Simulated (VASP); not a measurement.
These are PBE GGA, VASP's PBE PAW potentials (set 64) (plane waves; VASP) values and carry that method's errors.

The input files of a VASP run:

### KPOINTS
```
K-points
0
Gamma
10 10 10
0 0 0
```

### INCAR
```
SYSTEM  =  InAs
PREC  =  Accurate; ENCUT  =  480; LREAL  =  .False.
LASPH  =  .True.
EDIFF  =  1E-7; NELM  =  100; ALGO  =  Normal
LMAXMIX  =  4
ISMEAR  =  1; SIGMA  =  0.1
GGA  =  PE
ISIF  =  2
LWAVE  =  .False.; LCHARG  =  .False.
```

### POSCAR
```
InAs
1
    0.0000000000     3.0929167403     3.0929167403
    3.0929167403     0.0000000000     3.0929167403
    3.0929167403     3.0929167403     0.0000000000
In As
1 1
Direct
  0.0000000000   0.0000000000   0.0000000000
  0.2500000000   0.2500000000   0.2500000000
```

POTCAR, in this order: In_d As (PBE.64 set). Program: vasp_std.

Q: What will the output report for the number of irreducible k-points (NKPTS), number of bands (NBANDS), largest plane-wave count, number of space-group operations, FFT grid (NGX, NGY, NGZ)?

A: 
The number of irreducible k-points (NKPTS) is 47 and the number of bands (NBANDS) is 13. The largest plane-wave count comes out as 1428 and the number of space-group operations is 24. The FFT grid (NGX, NGY, NGZ) is 32 × 32 × 32.

The compound is InAs in the zinc blende structure. It was relaxed first, which changed the volume by +6 %.
